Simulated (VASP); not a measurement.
An input for Ansatz (written as the equivalent of a VASP run, and not itself run):

Ansatz 0.2 input:
```yaml
crystal:
  lattice:
    - [4.0941311, -2.2616653, -0.0157056]
    - [4.0941311, 2.2616653, -0.0157056]
    - [2.8590104, 0.0000000, 3.7018031]
  atoms:
    - { symbol: Bi, position: [0.2366324, 0.2366324, 0.2366324] }
    - { symbol: Bi, position: [0.7657187, 0.7657187, 0.7566341] }
kpoints:
  mp_grid: { grid: [10, 10, 10] }
hamiltonian:
  xc: pbesol
  pseudopotentials: { kind: paw }
scf:
  occupations: { method: methfessel_paxton, width: 0.1 }
  max_iter: 100
output: { forces: true, stress: true, eigenvalues: true }
```

Translate this input to VASP (INCAR, KPOINTS, POSCAR, choice of POTCAR).

This is not unique; one that fits is 
File POSCAR:
```
Bi
1
    4.0941311410    -2.2616652923    -0.0157056033
    4.0941311410     2.2616652923    -0.0157056033
    2.8590103799     0.0000000000     3.7018030766
Bi
2
Direct
  0.2366323659   0.2366323659   0.2366323659
  0.7657187058   0.7657187058   0.7566341182
```

INCAR:
```
PREC  =  Accurate
EDIFF  =  1E-7   ! SCF stop (eV)
ALGO  =  Normal
NELM  =  100
GGA  =  PS
LCHARG  =  .FALSE.
ISIF  =  2
LMAXMIX  =  4   ! l cut-off of mixed one-centre charges
ISMEAR  =  1   ! Methfessel-Paxton
SYSTEM  =  Bi
LREAL  =  .FALSE.
LWAVE  =  .FALSE.
SIGMA  =  0.1
ENCUT  =  480   ! plane-wave cut-off (eV)
LASPH  =  .TRUE.
```

File KPOINTS:
```
Automatic mesh
0
Gamma
10 10 10
0 0 0
```

POTCAR, in this order: Bi_d (PBE.64 set). Program: vasp_std.

Limits of the translation: each code has its own PAW files, so the cut-off isn't converted (ENCUT is set for VASP's; basis.ecutwfc is left out, and Ansatz then takes the one that its files recommend); Ansatz stops its SCF on the density residual and VASP on the energy change (EDIFF).

The compound is Bi in the a7 structure. This cell was strained or had an atom moved on purpose.
